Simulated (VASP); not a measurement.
BaZrO₃ (cubic perovskite) is relaxed at rising pressure, each step from the one before. Symmetry mostly holds the structure type, and other phases were not tried. The mesh follows the cell, and a change of mesh leaves a small step in the series.

```
CELL_PARAMETERS angstrom
      4.15767     0.00000     0.00000
      0.00000     4.15767     0.00000
      0.00000     0.00000     4.15767
ATOMIC_POSITIONS crystal
  Ba 0.00000 0.00000 0.00000
  Zr 0.50000 0.50000 0.50000
  O  0.50000 0.00000 0.50000
  O  0.00000 0.50000 0.50000
  O  0.50000 0.50000 0.00000
```

These are LDA (Ceperley-Alder, Perdew-Zunger), VASP's LDA PAW potentials (set 64) (plane waves; VASP) values and carry that method's errors. Numerical set-up: 620 eV cut-off, 5×5×5 Γ-centred mesh, Gaussian smearing of 0.050 eV, potentials Ba_sv Zr_sv O.

| P (GPa) | V (Å³/atom) | H − H(0) (eV/atom) | space group | k-mesh |
|---|---|---|---|---|
| 0 | 14.37 | 0.000 | Pm-3m | 5×5×5 |
| 5 | … | … | Pm-3m | 6×6×6 |
| 10 | … | … | Pm-3m | 6×6×6 |
| 20 | 13.10 | 1.711 | Pm-3m | 6×6×6 |
| 30 | 12.63 | 2.515 | Pm-3m | 6×6×6 |
| 45 | 12.07 | 3.671 | Pm-3m | 6×6×6 |

Problem. Fill in the missing entries.

Solution. 
- 10, V (Å³/atom): 13.66
- 10, H − H(0) (eV/atom): 0.875
- 5, V (Å³/atom): 14.00
- 5, H − H(0) (eV/atom): 0.443

Pressures at which the relaxation failed are left out.

The compound is BaZrO3 in the cubic perovskite structure.
